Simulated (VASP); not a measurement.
**NiO: band structure with PBE**

**The experiment to reproduce.**

“Local correlations, non-local screening, multiplets, and band formation in NiO”, 2012, arxiv:1210.6675 quotes, for a bulk crystal of NiO: band gap 4.3 eV.

The system is NiO.

```xyz
2
Lattice="0.0000 2.1076 2.1076 2.1076 0.0000 2.1076 2.1076 2.1076 0.0000" Properties=species:S:1:pos:R:3 pbc="T T T"
Ni    0.0000    0.0000    0.0000
O     2.1076    2.1076    2.1076
```

* Program: VASP 6.6.1
* Task: band structure
* Functional: PBE
* Potentials or basis: VASP PAW PBE potentials, release 64 (Ni, O)
* Cutoff: 520 eV
* k mesh: 12 × 12 × 12
* Occupations: gaussian, width 0.02 eV
* Spin: collinear spin, ferromagnetic start
* Starting moments: [2.0, 0.0] μB
* Further INCAR settings: ALGO = Normal; EDIFF = 1e-07; NBANDS = 19

* Pressure: 0.0 GPa
* Band gap along the path: none (metal or under the smearing width)
* Net moment: 1.80 μB per cell
* Site moments: Ni +1.48; O +0.28 μB
* Valence electrons inside the program's atomic spheres: Ni 8.93; O 4.97

Levels at the corners of the path, in eV from the Fermi level:
Spin up:
```
point  band 7  band 8  band 9  band 10  band 11  band 12
    Γ   -2.59   -2.59   -2.59     1.42    17.80    18.74
    X   -2.29   -1.64   -1.64     5.98    10.43    12.14
    X   -2.29   -1.64   -1.64     5.98    10.43    12.14
    W   -1.86   -1.64   -1.26     8.27    10.56    10.56
    W   -1.86   -1.64   -1.26     8.27    10.56    10.56
    K   -1.76   -1.53   -1.18     7.60    10.19    10.39
    K   -1.76   -1.53   -1.18     7.60    10.19    10.39
    Γ   -2.59   -2.59   -2.59     1.42    17.80    18.74
    Γ   -2.59   -2.59   -2.59     1.42    17.80    18.74
    L   -1.41    0.24    0.24     5.57     9.74    13.86
    L   -1.41    0.24    0.24     5.57     9.74    13.86
    U   -1.76   -1.53   -1.18     7.60    10.19    10.39
    U   -1.76   -1.53   -1.18     7.60    10.19    10.39
    W   -1.86   -1.64   -1.26     8.27    10.56    10.56
    W   -1.86   -1.64   -1.26     8.27    10.56    10.56
    L   -1.41    0.24    0.24     5.57     9.74    13.86
    L   -1.41    0.24    0.24     5.57     9.74    13.86
    K   -1.76   -1.53   -1.18     7.60    10.19    10.39
    U   -1.76   -1.53   -1.18     7.60    10.19    10.39
    X   -2.29   -1.64   -1.64     5.98    10.43    12.14
```
Spin down:
```csv
point,band 5,band 6,band 7,band 8,band 9,band 10
Γ,-1.76,-1.76,-1.76,-0.51,-0.51,1.77
X,-2.68,-0.73,-0.73,-0.10,0.38,6.45
X,-2.68,-0.73,-0.73,-0.10,0.38,6.45
W,-1.03,-1.03,-0.73,0.27,1.01,8.82
W,-1.03,-1.03,-0.73,0.27,1.01,8.82
K,-1.56,-0.85,-0.64,0.52,1.04,8.07
K,-1.56,-0.85,-0.64,0.52,1.04,8.07
Γ,-1.76,-1.76,-1.76,-0.51,-0.51,1.77
Γ,-1.76,-1.76,-1.76,-0.51,-0.51,1.77
L,-0.91,-0.91,-0.55,2.21,2.21,5.75
L,-0.91,-0.91,-0.55,2.21,2.21,5.75
U,-1.56,-0.85,-0.64,0.52,1.04,8.07
U,-1.56,-0.85,-0.64,0.52,1.04,8.07
W,-1.03,-1.03,-0.73,0.27,1.01,8.82
W,-1.03,-1.03,-0.73,0.27,1.01,8.82
L,-0.91,-0.91,-0.55,2.21,2.21,5.75
L,-0.91,-0.91,-0.55,2.21,2.21,5.75
K,-1.56,-0.85,-0.64,0.52,1.04,8.07
U,-1.56,-0.85,-0.64,0.52,1.04,8.07
X,-2.68,-0.73,-0.73,-0.10,0.38,6.45
```

Run time: 32 s on 1 thread of Intel(R) Xeon(R) 6975P-C (Granite Rapids), on a shared host, peak memory 0.2 GiB.

Against the measured gap of NiO, 4.3 eV (quoted in “Local correlations, non-local screening, multiplets, and band formation in NiO”, 2012, arxiv:1210.6675), the calculated 0.00 eV is off by -4.30 eV. So large a miss can be the level of theory's own, or it may mean another phase, state or a wrong row. The value is that of PBE, without temperature or zero-point motion. Semilocal functionals fall short of measured gaps as a rule. The run's magnetic order (collinear spin, ferromagnetic start) needn't be the measured crystal's.

Caveat: a cell with one magnetic atom can't hold antiferromagnetic order, which such compounds often take; semilocal functionals often make such compounds metallic where correlation or magnetic order opens a gap, which also shifts bond lengths.
